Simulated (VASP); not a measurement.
The input files of a VASP run:

INCAR:
```
! general
SYSTEM =As
PREC   =Accurate
ENCUT  =480   ! plane-wave cut-off (eV)
LREAL  =.FALSE.   ! projection in real space or not
LASPH  =.TRUE.

! electronic loop
EDIFF  =1E-7
NELM   =100
ALGO   =Normal
LMAXMIX=4

! smearing
ISMEAR =1
SIGMA  =0.1

! functional
GGA    =PS   ! PBEsol

! ions
IBRION =2   ! conjugate gradients
NSW    =40
ISIF   =3   ! ions, shape and volume
EDIFFG =-0.01
PSTRESS=20   ! kbar

! output
LWAVE  =.FALSE.
LCHARG =.FALSE.
```

File POSCAR:
```
As
1
    3.4621470082    -1.8835684412    -0.0695087884
    3.4621470082     1.8835684412    -0.0695087884
    2.4999841802    -0.0000000000     3.0478190178
As
2
Direct
  0.2320581489   0.2320581489   0.2320581489
  0.7679418511   0.7679418511   0.7679418511
```

### KPOINTS
```
Automatic
0
G
 12 12 12
0 0 0
```

POTCAR, in this order: As (PBE.64 set). Program: vasp_std.

### Question
Translate this PBEsol calculation to Ansatz.

### Answer
One equivalent input (not run):
Ansatz 0.2 input:
```yaml
crystal:
  lattice:
    - [3.4621470, -1.8835684, -0.0695088]
    - [3.4621470, 1.8835684, -0.0695088]
    - [2.4999842, 0.0000000, 3.0478190]
  atoms:
    - { symbol: As, position: [0.2320581, 0.2320581, 0.2320581] }
    - { symbol: As, position: [0.7679419, 0.7679419, 0.7679419] }
kpoints:
  mp_grid: { grid: [12, 12, 12] }
hamiltonian:
  xc: pbesol
  pseudopotentials: { kind: paw }
scf:
  occupations: { method: methfessel_paxton, width: 0.1 }
  max_iter: 100
relax:
  max_steps: 40
  f_tol: 0.01
  cell: { p_target: 2 }
output: { forces: true, stress: true, eigenvalues: true }
```
Limits of the translation: each code has its own PAW files, so the cut-off isn't converted (ENCUT is set for VASP's; basis.ecutwfc is left out, and Ansatz then takes the one that its files recommend); Ansatz stops its SCF on the density residual and VASP on the energy change (EDIFF).

The compound is As in the a7 structure. It was relaxed first under an external pressure of 2 GPa.
